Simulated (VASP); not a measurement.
## TaN (relaxed from the rocksalt structure, space group Fm-3m): computed properties

These are r2SCAN meta-GGA, VASP's PBE PAW potentials (set 64) (plane waves; VASP) values and carry that method's errors.

```yaml
space_group: Fm-3m (225)
cell: a = 4.404 Å, b = 4.404 Å, c = 4.404 Å, α = 90.00°, β = 90.00°, γ = 90.00°
volume_per_atom: 10.68 Å³/atom
band gap (over mesh and band path): none (metal, semimetal or under 0.01 eV)
band_gap_with_spin_orbit_coupling: none (metallic)
density: 15.16 g/cm³
```

```yaml
crystal:
  lattice:
    - [0.00000, 2.20195, 2.20195]
    - [2.20195, 0.00000, 2.20195]
    - [2.20195, 2.20195, 0.00000]
  atoms:
    - { symbol: N, position: [0.00000, 0.00000, 0.00000] }
    - { symbol: Ta, position: [0.50000, 0.50000, 0.50000] }
```

Unless said otherwise, spin-orbit coupling is left out, though it shifts the bands of the heavy elements here.

The structure was generated: TaN was put into the rocksalt type (Fm-3m), which need not be its known phase. It was relaxed first, which changed the volume by +13 %. Symmetry was kept, so distortions that lower it aren't found.
